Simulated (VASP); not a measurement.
Consider the following.

```
CELL_PARAMETERS angstrom
      0.00000     2.48461     2.48461
      2.48461     0.00000     2.48461
      2.48461     2.48461     0.00000
ATOMIC_POSITIONS crystal
  Gd 0.00000 0.00000 0.00000
  N  0.50000 0.50000 0.50000
```

Level of theory: vdW-DF2, VASP's PBE PAW potentials (set 64) (plane waves; VASP). Run with 520 eV cut-off, 9×9×9 Γ-centred mesh, Gaussian smearing of 0.050 eV, potentials Gd_3 N.

The 4f electrons are frozen in the core of the lanthanide potential, so 4f levels, which can set the real gap, and their magnetism are missing.

### Question
What does the run give for the energy per atom (σ→0), pressure?

### Answer

```
Item                            Value
---------------------  --------------
energy per atom (σ→0)  -5.793 eV/atom
pressure                    10.19 GPa
```

The absolute energy has meaning only against runs of the same code, potentials and settings.

The compound is GdN in the rock salt structure. This cell is one point of a volume scan, at 0.94 of the reference volume.
